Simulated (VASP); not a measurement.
Output of a VASP run:

OSZICAR:
```
       N       E                     dE             d eps       ncg     rms          rms(c)
DAV:   1     0.218148101471E+03    0.21815E+03   -0.16228E+04  4483   0.175E+03
DAV:   2    -0.328912231268E+02   -0.25104E+03   -0.24663E+03  4504   0.584E+02
DAV:   3    -0.543080498556E+02   -0.21417E+02   -0.20652E+02  4959   0.142E+02
DAV:   4    -0.555785594201E+02   -0.12705E+01   -0.12304E+01  5104   0.282E+01
DAV:   5    -0.556307268286E+02   -0.52167E-01   -0.51558E-01  4480   0.496E+00    0.509E+01
DAV:   6    -0.709462494891E+02   -0.15316E+02   -0.32161E+02  5119   0.225E+02    0.422E+01
DAV:   7    -0.456237584364E+02    0.25322E+02   -0.16366E+02  4902   0.151E+02    0.137E+01
DAV:   8    -0.461481915758E+02   -0.52443E+00   -0.86903E+00  4948   0.208E+01    0.123E+01
DAV:   9    -0.459030679398E+02    0.24512E+00   -0.99944E-01  5309   0.116E+01    0.422E+00
DAV:  10    -0.459037896470E+02   -0.72171E-03   -0.90381E-02  5327   0.247E+00    0.945E-01
DAV:  11    -0.459038593696E+02   -0.69723E-04   -0.77164E-03  5747   0.976E-01    0.571E-01
DAV:  12    -0.459033338561E+02    0.52551E-03   -0.97763E-04  5827   0.396E-01    0.335E-01
DAV:  13    -0.459030444218E+02    0.28943E-03   -0.71860E-04  5181   0.255E-01    0.480E-02
DAV:  14    -0.459030330171E+02    0.11405E-04   -0.64319E-05  4893   0.648E-02    0.266E-02
DAV:  15    -0.459030321170E+02    0.90006E-06   -0.96641E-06  4129   0.189E-02
   1 F= -.45903032E+02 E0= -.45842097E+02  d E =-.121871E+00
```

File OUTCAR:
```
------------------------ aborting loop because EDIFF is reached ----------------------------------------
  FORCE on cell =-STRESS in cart. coord.  units (eV):
  Direction    XX          YY          ZZ          XY          YZ          ZX
  --------------------------------------------------------------------------------------
  Total       -1.2726130     -1.2726129     -0.2065001      0.0000000     -0.0000000      0.0000000
  in kB      -32.8047697    -32.8047672     -5.3230551      0.0000000     -0.0000000      0.0000000
  external PRESSURE =     -23.6441973 kB  Pullay stress =       0.0000000 kB
  volume of cell :       62.15
      direct lattice vectors                 reciprocal lattice vectors
     4.917640000  0.000000000  0.000000000     0.203349574  0.117403936  0.000000000
    -2.458820000  4.258801000  0.000000000     0.000000000  0.234807872  0.000000000
     0.000000000  0.000000000  2.967740000     0.000000000  0.000000000  0.336956741
 POSITION                                       TOTAL-FORCE (eV/Angst)
 -----------------------------------------------------------------------------------
      0.00000      0.00000      0.00000        -0.000000     -0.000000      0.000000
      1.22941      2.12940      1.48387        -0.000000     -0.000000      0.000000
     -1.22941      2.12940      1.48387        -0.000000     -0.000000      0.000000
      2.45882      0.00000      1.48387        -0.000000     -0.000000      0.000000
      2.45882      1.41960      0.00000         0.000000     -0.000000      0.000000
     -0.00000      2.83920      0.00000        -0.000000      0.000000      0.000000
 -----------------------------------------------------------------------------------
    total drift:                               -0.000000      0.000000     -0.000000
  FREE ENERGIE OF THE ION-ELECTRON SYSTEM (eV)
  ---------------------------------------------------
  free  energy   TOTEN  =       -45.9030321170 eV

  energy  without entropy=      -45.7811609524  energy(sigma->0) =      -45.84209653
```
(Selected blocks of OUTCAR.)

File POSCAR:
```
LuCo3B2
1
    4.9176400000     0.0000000000     0.0000000000
   -2.4588200000     4.2588010000     0.0000000000
    0.0000000000     0.0000000000     2.9677400000
Lu Co B
1 3 2
Direct
  0.0000000000   0.0000000000   0.0000000000
  0.5000000000   0.5000000000   0.5000000000
  0.0000000000   0.5000000000   0.5000000000
  0.5000000000   0.0000000000   0.5000000000
  0.6666670000   0.3333330000   0.0000000000
  0.3333330000   0.6666670000   0.0000000000
```

Reconstruct the remaining input files.

One answer among several that fit: the input of the run itself, PBEsol GGA, plane waves, VASP's PBE PAW potentials (set 64).

**INCAR**
```
SYSTEM = LuCo3B2
PREC = Accurate
ENCUT = 400
EDIFF = 1E-6
NELM = 100
ALGO = Normal
LREAL = .FALSE.
LASPH = .TRUE.
ISMEAR = 0
SIGMA = 0.272
GGA = PS
LMAXMIX = 6
LWAVE = .FALSE.
LCHARG = .FALSE.
ISIF = 2
```

File KPOINTS:
```
Automatic mesh
0
Gamma
8 8 11
0 0 0
```

POTCAR, in this order: Lu_3 Co B (PBE.64 set). Program: vasp_std.

At this cut-off the stress carries a Pulay error, which pulls relaxed volumes low.

The structure comes from a computed database's LuCo3B2 entry (P6/mmm); how it stands against other phases isn't given here. The cell was not relaxed at this level. The run is not spin-polarised, so no magnetic state was tried.
